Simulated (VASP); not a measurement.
IrC:

```
Ir C
1.0
     0.00000    2.31043    2.31043
     2.31043    0.00000    2.31043
     2.31043    2.31043    0.00000
Ir C
1 1
Direct
  0.00000 0.00000 0.00000
  0.75000 0.75000 0.75000
```

The cell was built by a generator and needn't be a form met in nature.

Base run:

- Program: VASP 6.6.1
- Functional: r2SCAN
- Potentials or basis: VASP PAW PBE potentials, release 64 (Ir, C)
- Cutoff: 520 eV
- k mesh: 10 × 10 × 10
- Occupations: fermi-dirac, width 0.05 eV
- Spin: no spin polarisation
- Hubbard terms: Ir d U = 6 eV

Its results: band gap on the k mesh none (metal or under the smearing width); pressure -19.2 GPa.

Q: The run is repeated on the same cell with these changes: hubbard terms from Ir d U = 6 eV to Ir d U = 3 eV. What comes out?

A: Band gap on the k mesh none (metal or under the smearing width); pressure -8.2 GPa.

Caveats: the PAW data sets were made with another functional, which shifts forces and pressure a little; U without spin polarisation on a metal has little footing; the U is typed as a test and isn't derived for this compound.

Not every run made on this cell is shown here.
